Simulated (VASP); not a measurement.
# AlV2C: accuracy against cost in the SCF threshold and precision settings, part 2 of 3

How sensitive are energy, pressure and forces of AlV2C to the SCF threshold and precision settings? The series runs use PBE. The start is a computed cell from the Materials Project.

VASP 6.6.1; PBE, spin-polarised from a ferromagnetic start; plane waves and PAW (Al, V_sv, C).

Still holding for the runs below: The k-mesh is coarse for a metal.

So far. Step 3 (SCF threshold: EDIFF = 0.001): Against the run before the energy moves by -0.24 meV an atom and the pressure by +3.24 GPa, after 14 cycles in 41 s. Step 4 (SCF threshold: EDIFF = 1E-04): Against the run before the energy moves by +0.01 meV an atom and the pressure by -0.50 GPa, after 15 cycles in 44 s.

**5. SCF threshold: EDIFF = 1E-05**

Input file INCAR:

```
SYSTEM = AlV2C
PREC = Accurate
ENCUT = 520
EDIFF = 1E-05
NELM = 100
ISMEAR = -1
SIGMA = 0.05
LREAL = .FALSE.
ALGO = Normal
GGA = PE
NBANDS = 50
ISPIN = 2
MAGMOM = 0 0 2 2 2 2 0 0
LASPH = .TRUE.
LMAXMIX = 4
LORBIT = 11
LWAVE = .FALSE.
LCHARG = .FALSE.
KPAR = 8
ISIF = 2
```

Input file POSCAR:

```
AlV2C
1.0
    2.8875990726      0.0000000000      0.0000000000
   -1.4437995363      2.5007341528      0.0000000000
    0.0000000000      0.0000000000     13.1048231100
Al V C
2 4 2
Direct
    0.3333333300      0.6666666700      0.2500000000
    0.6666666700      0.3333333300      0.7500000000
    0.3333333300      0.6666666700      0.5863842200
    0.6666666700      0.3333333300      0.4136157800
    0.6666666700      0.3333333300      0.0863842200
    0.3333333300      0.6666666700      0.9136157800
    0.0000000000      0.0000000000      0.0000000000
    0.0000000000      0.0000000000      0.5000000000
```

Input file KPOINTS:

```
Automatic mesh
0
Gamma
8 8 2
0 0 0
```

Potentials, in the order of the species: Al, V_sv and C (PBE family, release 64).

Launch:

```
$ mpirun -np 8 vasp_std
```

The log of the run:

```text
[... set-up lines as in an earlier step ...]
 entering main loop
       N       E                     dE             d eps       ncg     rms          rms(c)
[... 12 cycles as in an earlier step ...]
DAV:  13    -0.660967826504E+02   -0.14822E-02   -0.50122E-03  4354   0.248E-01    0.233E-01
DAV:  14    -0.660970902393E+02   -0.30759E-03   -0.14150E-03  4554   0.232E-01    0.864E-02
DAV:  15    -0.660970602849E+02    0.29954E-04   -0.11080E-04  3776   0.624E-02    0.473E-02
DAV:  16    -0.660970544216E+02    0.58633E-05   -0.37763E-05  3442   0.288E-02
   1 F= -.66097054E+02 E0= -.66076301E+02  d E =-.415060E-01  mag=    -0.0004
```

Elapsed: 47 s, on 8 MPI ranks of AMD EPYC 7R43, shared host; peak memory 2.6 GiB; 6.1 min of CPU time.

Parts of OUTCAR (step 5):

```text
  Total        1.7619248      1.7619248      0.7015146      0.0000000      0.0000000     -0.0000000
  in kB       29.8306260     29.8306260     11.8771359      0.0000000      0.0000000     -0.0000000
  external PRESSURE =      23.8461293 kB  Pullay stress =       0.0000000 kB

 POSITION                                       TOTAL-FORCE (eV/Angst)
 -----------------------------------------------------------------------------------
     -0.00000      1.66716      3.27621         0.000000      0.000000      0.000000
      1.44380      0.83358      9.82862         0.000000      0.000000      0.000000
     -0.00000      1.66716      7.68446        -0.000000      0.000000     -0.372996
      1.44380      0.83358      5.42036         0.000000     -0.000000      0.372996
      1.44380      0.83358      1.13205         0.000000     -0.000000     -0.372996
     -0.00000      1.66716     11.97277        -0.000000      0.000000      0.372996
      0.00000      0.00000      0.00000         0.000000      0.000000      0.000000
      0.00000      0.00000      6.55241         0.000000      0.000000      0.000000
 -----------------------------------------------------------------------------------
    total drift:                               -0.000019      0.000011     -0.000001

  FREE ENERGIE OF THE ION-ELECTRON SYSTEM (eV)
  ---------------------------------------------------
  free  energy   TOTEN  =       -66.0970544216 eV

  energy  without entropy=      -66.0555483965  energy(sigma->0) =      -66.07630141

 magnetization (x)
# of ion       s       p       d       tot
------------------------------------------
    1       -0.000   0.000   0.000   0.000
    2       -0.000   0.000   0.000   0.000
    3       -0.000   0.000   0.000   0.000
    4       -0.000   0.000   0.000   0.000
    5       -0.000   0.000   0.000   0.000
    6       -0.000   0.000   0.000   0.000
    7       -0.000  -0.000   0.000  -0.000
    8       -0.000  -0.000   0.000  -0.000
--------------------------------------------------
tot         -0.000  -0.000   0.002   0.002

[... 2 parts as in an earlier step ...]

[... 1 further part left out ...]
[key lines of the parts left out:]
E-fermi :   9.6571
```

Against the run before the energy stays within 0.01 meV an atom; the pressure moves by -0.20 GPa, after 16 cycles in 47 s.

**6. SCF threshold: EDIFF = 1E-06**

INCAR, as its differences from that of step 5:

```diff
@@ -3,3 +3,3 @@
 ENCUT = 520
-EDIFF = 1E-05
+EDIFF = 1E-06
 NELM = 100
```

POSCAR is that of step 5.

KPOINTS is that of step 5.

Launch:

```
$ mpirun -np 8 vasp_std
```

The log of the run:

```text
[... set-up lines as in an earlier step ...]
 entering main loop
       N       E                     dE             d eps       ncg     rms          rms(c)
[... 14 cycles as in an earlier step ...]
DAV:  15    -0.660970603637E+02    0.29876E-04   -0.11158E-04  4424   0.624E-02    0.473E-02
DAV:  16    -0.660970545613E+02    0.58023E-05   -0.37569E-05  4352   0.268E-02    0.114E-02
DAV:  17    -0.660970560638E+02   -0.15024E-05   -0.36322E-06  3588   0.103E-02    0.484E-03
DAV:  18    -0.660970560059E+02    0.57848E-07   -0.39032E-07  2052   0.361E-03
   1 F= -.66097056E+02 E0= -.66076305E+02  d E =-.415019E-01  mag=    -0.0002
```

It took 51 s on 8 MPI ranks; peak memory 2.6 GiB.

OUTCAR, selected parts (step 6):

```text
  Total        1.7303718      1.7303718      0.6740984      0.0000000      0.0000000      0.0000000
  in kB       29.2964112     29.2964112     11.4129599      0.0000000      0.0000000      0.0000000
  external PRESSURE =      23.3352607 kB  Pullay stress =       0.0000000 kB

 POSITION                                       TOTAL-FORCE (eV/Angst)
 -----------------------------------------------------------------------------------
     -0.00000      1.66716      3.27621         0.000000     -0.000000      0.000000
      1.44380      0.83358      9.82862         0.000000     -0.000000      0.000000
     -0.00000      1.66716      7.68446        -0.000000      0.000000     -0.373490
      1.44380      0.83358      5.42036         0.000000      0.000000      0.373490
      1.44380      0.83358      1.13205         0.000000      0.000000     -0.373490
     -0.00000      1.66716     11.97277        -0.000000     -0.000000      0.373490
      0.00000      0.00000      0.00000         0.000000     -0.000000      0.000000
      0.00000      0.00000      6.55241         0.000000     -0.000000      0.000000
 -----------------------------------------------------------------------------------
    total drift:                               -0.000019      0.000011     -0.000001

  FREE ENERGIE OF THE ION-ELECTRON SYSTEM (eV)
  ---------------------------------------------------
  free  energy   TOTEN  =       -66.0970560059 eV

  energy  without entropy=      -66.0555541417  energy(sigma->0) =      -66.07630507

 magnetization (x)
# of ion       s       p       d       tot
------------------------------------------
    1        0.000   0.000   0.000   0.000
    2        0.000   0.000   0.000   0.000
    3       -0.000  -0.000  -0.000  -0.000
    4       -0.000  -0.000  -0.000  -0.000
    5       -0.000  -0.000  -0.000  -0.000
    6       -0.000  -0.000  -0.000  -0.000
    7        0.000   0.000   0.000   0.000
    8        0.000   0.000   0.000   0.000
--------------------------------------------------
tot          0.000   0.000  -0.000  -0.000

[... 2 parts as in an earlier step ...]

[... 1 further part left out ...]
[key lines of the parts left out:]
E-fermi :   9.6575
```

Against the run before the energy stays within 0.01 meV an atom; the pressure moves by -0.05 GPa, after 18 cycles in 51 s.

**7. SCF threshold: EDIFF = 1E-08**

INCAR, as its differences from that of step 6:

```diff
@@ -3,3 +3,3 @@
 ENCUT = 520
-EDIFF = 1E-06
+EDIFF = 1E-08
 NELM = 100
```

POSCAR is that of step 6.

KPOINTS is that of step 6.

Launch:

```
$ mpirun -np 8 vasp_std
```

The log of the run:

```text
[... set-up lines as in an earlier step ...]
 entering main loop
       N       E                     dE             d eps       ncg     rms          rms(c)
[... 15 cycles as in an earlier step ...]
DAV:  16    -0.660970545706E+02    0.57931E-05   -0.37657E-05  4752   0.268E-02    0.114E-02
DAV:  17    -0.660970561004E+02   -0.15298E-05   -0.36881E-06  4576   0.104E-02    0.484E-03
DAV:  18    -0.660970560344E+02    0.66024E-07   -0.39944E-07  4298   0.309E-03    0.251E-03
DAV:  19    -0.660970560802E+02   -0.45824E-07   -0.15641E-07  3830   0.148E-03    0.829E-04
DAV:  20    -0.660970561276E+02   -0.47348E-07   -0.31985E-08  3280   0.786E-04    0.464E-04
DAV:  21    -0.660970561327E+02   -0.51768E-08   -0.17435E-09  2052   0.238E-04
   1 F= -.66097056E+02 E0= -.66076306E+02  d E =-.415002E-01  mag=     0.0000
```

The job ended after 58 s (8 MPI ranks; peak memory 2.6 GiB; 7.6 min of CPU time).

Parts of OUTCAR (step 7):

```text
  Total        1.7325881      1.7325881      0.6759837     -0.0000000      0.0000000      0.0000000
  in kB       29.3339358     29.3339358     11.4448801     -0.0000000      0.0000000      0.0000000
  external PRESSURE =      23.3709172 kB  Pullay stress =       0.0000000 kB

 POSITION                                       TOTAL-FORCE (eV/Angst)
 -----------------------------------------------------------------------------------
     -0.00000      1.66716      3.27621         0.000000     -0.000000     -0.000000
      1.44380      0.83358      9.82862         0.000000     -0.000000     -0.000000
     -0.00000      1.66716      7.68446         0.000000     -0.000000     -0.373275
      1.44380      0.83358      5.42036        -0.000000      0.000000      0.373275
      1.44380      0.83358      1.13205        -0.000000      0.000000     -0.373275
     -0.00000      1.66716     11.97277         0.000000     -0.000000      0.373275
      0.00000      0.00000      0.00000         0.000000     -0.000000     -0.000000
      0.00000      0.00000      6.55241         0.000000     -0.000000     -0.000000
 -----------------------------------------------------------------------------------
    total drift:                               -0.000019      0.000011     -0.000001

  FREE ENERGIE OF THE ION-ELECTRON SYSTEM (eV)
  ---------------------------------------------------
  free  energy   TOTEN  =       -66.0970561327 eV

  energy  without entropy=      -66.0555559240  energy(sigma->0) =      -66.07630603

 magnetization (x)
# of ion       s       p       d       tot
------------------------------------------
    1       -0.000  -0.000   0.000  -0.000
    2       -0.000  -0.000   0.000  -0.000
    3        0.000   0.000   0.000   0.000
    4        0.000   0.000   0.000   0.000
    5        0.000   0.000   0.000   0.000
    6        0.000   0.000   0.000   0.000
    7        0.000   0.000   0.000   0.000
    8        0.000   0.000   0.000   0.000
--------------------------------------------------
tot         -0.000   0.000   0.000   0.000

[... 2 parts as in an earlier step ...]

[... 1 further part left out ...]
[key lines of the parts left out:]
E-fermi :   9.6574
```

Against the run before the energy stays within 0.01 meV an atom and the pressure within 0.01 GPa, after 21 cycles in 58 s.

**8. The SCF threshold series as a table**

This step: convergence of PBE results with the threshold; plane waves and PAW (VASP 6.6.1).

Derived from the runs above.

Differences are taken from the run with EDIFF = 1E-08. Results of the series, by row:

```csv
setting,status,energy less the reference (meV/atom),pressure (GPa),largest force difference (meV/Å),moment (μB),SCF cycles,wall time (s)
EDIFF = 0.01,converged,0.2353,-0.1546,13.35,0.0926,12,37
EDIFF = 0.001,converged,-0.007656,3.089,6.546,0.0193,14,41
EDIFF = 1E-04,converged,-9.32e-4,2.587,0.983,0.006,15,44
EDIFF = 1E-05,converged,5.77e-4,2.385,0.279,-4.00e-4,16,47
EDIFF = 1E-06,converged,1.20e-4,2.334,0.215,-2.00e-4,18,51
EDIFF = 1E-08,converged,0,2.337,0,0,21,58
```

**9. Precision settings: PREC = Low**

This step: PBE, spin-polarised from a ferromagnetic start; plane waves and PAW (Al, V_sv, C) (VASP 6.6.1).

PREC sets the FFT grids, and LREAL, ADDGRID and LASPH trade speed for accuracy.

INCAR, as its differences from that of step 7:

```diff
@@ -1,5 +1,5 @@
 SYSTEM = AlV2C
-PREC = Accurate
+PREC = Low
 ENCUT = 520
-EDIFF = 1E-08
+EDIFF = 1E-06
 NELM = 100
```

POSCAR is that of step 7.

KPOINTS is that of step 7.

Launch:

```
$ mpirun -np 8 vasp_std
```

The log of the run:

```text
[... set-up lines as in an earlier step ...]
 entering main loop
       N       E                     dE             d eps       ncg     rms          rms(c)
DAV:   1     0.889753092845E+03    0.88975E+03   -0.36836E+04  4024   0.143E+03
DAV:   2    -0.221241046023E+02   -0.91188E+03   -0.87499E+03  4072   0.478E+02
DAV:   3    -0.786920731824E+02   -0.56568E+02   -0.54703E+02  4812   0.125E+02
DAV:   4    -0.803728401626E+02   -0.16808E+01   -0.16709E+01  4722   0.196E+01
DAV:   5    -0.803972310038E+02   -0.24391E-01   -0.24374E-01  4634   0.268E+00    0.591E+01
DAV:   6    -0.667871981930E+02    0.13610E+02   -0.99932E+01  4804   0.642E+01    0.179E+01
DAV:   7    -0.658494652530E+02    0.93773E+00   -0.27447E+01  4450   0.359E+01    0.170E+01
DAV:   8    -0.658423526759E+02    0.71126E-02   -0.21557E+00  4532   0.772E+00    0.835E+00
DAV:   9    -0.659534392821E+02   -0.11109E+00   -0.66867E-01  4646   0.528E+00    0.203E+00
DAV:  10    -0.660298994319E+02   -0.76460E-01   -0.47305E-02  4430   0.129E+00    0.140E+00
DAV:  11    -0.660971778277E+02   -0.67278E-01   -0.62478E-02  4892   0.142E+00    0.742E-01
DAV:  12    -0.660982455537E+02   -0.10677E-02   -0.95359E-03  4790   0.585E-01    0.481E-01
DAV:  13    -0.660997306765E+02   -0.14851E-02   -0.50177E-03  4370   0.248E-01    0.233E-01
DAV:  14    -0.661000370989E+02   -0.30642E-03   -0.14103E-03  4554   0.232E-01    0.863E-02
   1 F= -.66100002E+02 E0= -.66079252E+02  d E =-.415007E-01  mag=    -0.0002
```

Elapsed: 22 s, on 8 MPI ranks; peak memory 1.6 GiB.

Parts of OUTCAR (step 9):

```text
   NELECT =      66.0000    total number of electrons

 E-fermi :   9.6577

 spin component 1
 k-point     1 :       0.0000    0.0000    0.0000
  band No.  band energies     occupation
    ...
     30       8.9727      1.00000
     31       9.3962      0.99467
     32       9.3963      0.99466
     33       9.4120      0.99270
     34       9.4121      0.99269
     35      10.2269      0.00001
     36      10.2269      0.00001
     37      10.2660      0.00001
     38      10.2661      0.00001
     39      10.9865      0.00000
    ...

 k-point     2 :       0.1250    0.0000    0.0000
  band No.  band energies     occupation
    ...
     30       8.9670      1.00000
     31       9.0038      1.00000
     32       9.1848      0.99992
     33       9.6112      0.71693
     34       9.6357      0.60787
     35       9.7718      0.09250
     36      10.1414      0.00006
     37      10.1556      0.00005
     38      10.1999      0.00002
     39      11.0531      0.00000
    ...

  Total        1.6956330      1.6956330      0.6908656      0.0000000      0.0000000      0.0000000
  in kB       28.7082588     28.7082588     11.6968402      0.0000000      0.0000000      0.0000000
  external PRESSURE =      23.0377859 kB  Pullay stress =       0.0000000 kB

 POSITION                                       TOTAL-FORCE (eV/Angst)
 -----------------------------------------------------------------------------------
     -0.00000      1.66716      3.27621         0.000000      0.000000      0.000000
      1.44380      0.83358      9.82862        -0.000000     -0.000000      0.000000
     -0.00000      1.66716      7.68446        -0.000000      0.000000     -0.384078
      1.44380      0.83358      5.42036         0.000000      0.000000      0.384078
      1.44380      0.83358      1.13205         0.000000     -0.000000     -0.384078
     -0.00000      1.66716     11.97277         0.000000     -0.000000      0.384078
      0.00000      0.00000      0.00000        -0.000000      0.000000      0.000000
      0.00000      0.00000      6.55241        -0.000000      0.000000      0.000000
 -----------------------------------------------------------------------------------
    total drift:                               -0.000019      0.000011     -0.000001

  FREE ENERGIE OF THE ION-ELECTRON SYSTEM (eV)
  ---------------------------------------------------
  free  energy   TOTEN  =       -66.1000022363 eV

  energy  without entropy=      -66.0585015852  energy(sigma->0) =      -66.07925191

[... 9 parts as in an earlier step ...]

[... 14 further parts left out ...]
```

Numbers from this step:

```yaml
scf_cycles: 18
free_energy_toten: -66.1000 eV
energy_at_zero_smearing: -66.0793 eV
fermi_energy: 9.658 eV
pressure: 2.304 GPa
```

The series starts at -8.2599 eV an atom and 2.30 GPa, after 18 cycles in 22 s.

**10. Precision settings: PREC = Medium**

INCAR, as its differences from that of step 9:

```diff
@@ -1,3 +1,3 @@
 SYSTEM = AlV2C
-PREC = Low
+PREC = Medium
 ENCUT = 520
```

POSCAR is that of step 9.

KPOINTS is that of step 9.

Launch:

```
$ mpirun -np 8 vasp_std
```

The log of the run:

```text
[... set-up lines as in an earlier step ...]
 entering main loop
       N       E                     dE             d eps       ncg     rms          rms(c)
DAV:   1     0.889754797845E+03    0.88975E+03   -0.36836E+04  4024   0.142E+03
DAV:   2    -0.221225382744E+02   -0.91188E+03   -0.87499E+03  4072   0.478E+02
DAV:   3    -0.786895605105E+02   -0.56567E+02   -0.54702E+02  4812   0.125E+02
DAV:   4    -0.803702207745E+02   -0.16807E+01   -0.16708E+01  4722   0.196E+01
[...]
DAV:  16    -0.660971299076E+02    0.57323E-05   -0.37583E-05  4360   0.268E-02    0.114E-02
DAV:  17    -0.660971314246E+02   -0.15170E-05   -0.36355E-06  3600   0.103E-02    0.485E-03
DAV:  18    -0.660971313677E+02    0.56931E-07   -0.38969E-07  2052   0.361E-03
   1 F= -.66097131E+02 E0= -.66076380E+02  d E =-.415023E-01  mag=    -0.0002
```

Elapsed: 24 s, on 8 MPI ranks; peak memory 1.7 GiB.

From OUTCAR (step 10):

```text
  Total        1.7511903      1.7511903      0.6825155      0.0000000     -0.0000000      0.0000000
  in kB       29.6488842     29.6488842     11.5554678      0.0000000     -0.0000000      0.0000000
  external PRESSURE =      23.6177454 kB  Pullay stress =       0.0000000 kB

 POSITION                                       TOTAL-FORCE (eV/Angst)
 -----------------------------------------------------------------------------------
     -0.00000      1.66716      3.27621        -0.000000     -0.000000      0.000000
      1.44380      0.83358      9.82862         0.000000      0.000000      0.000000
     -0.00000      1.66716      7.68446         0.000000      0.000000     -0.374805
      1.44380      0.83358      5.42036        -0.000000     -0.000000      0.374805
      1.44380      0.83358      1.13205        -0.000000     -0.000000     -0.374805
     -0.00000      1.66716     11.97277        -0.000000      0.000000      0.374805
      0.00000      0.00000      0.00000         0.000000     -0.000000      0.000000
      0.00000      0.00000      6.55241         0.000000     -0.000000      0.000000
 -----------------------------------------------------------------------------------
    total drift:                               -0.000019      0.000011     -0.000001

  FREE ENERGIE OF THE ION-ELECTRON SYSTEM (eV)
  ---------------------------------------------------
  free  energy   TOTEN  =       -66.0971313677 eV

  energy  without entropy=      -66.0556290988  energy(sigma->0) =      -66.07638023

[... 3 parts as in an earlier step ...]

[... 1 further part left out ...]
[key lines of the parts left out:]
E-fermi :   9.6575
```

Against the first of the series the energy moves by +0.36 meV an atom and the pressure by +0.06 GPa, after 18 cycles in 24 s.

(Part 2 of 3 ends here.)

[Lines on the potential files, build, host, timing and source positions are cut from VASP's logs without a mark.]

[Logs are printed without paths, hosts, clocks, repeated set-up lines and the standing remarks that a program may print on its own settings, such as how far it seeks lower states.]

[Hosts, paths, dates, database ids (printed as entryN), source tags and the programs' standing remarks are cut or masked in the printed files.]

[A measured line is paired with the nearest computed mode of its activity, which favours agreement.]
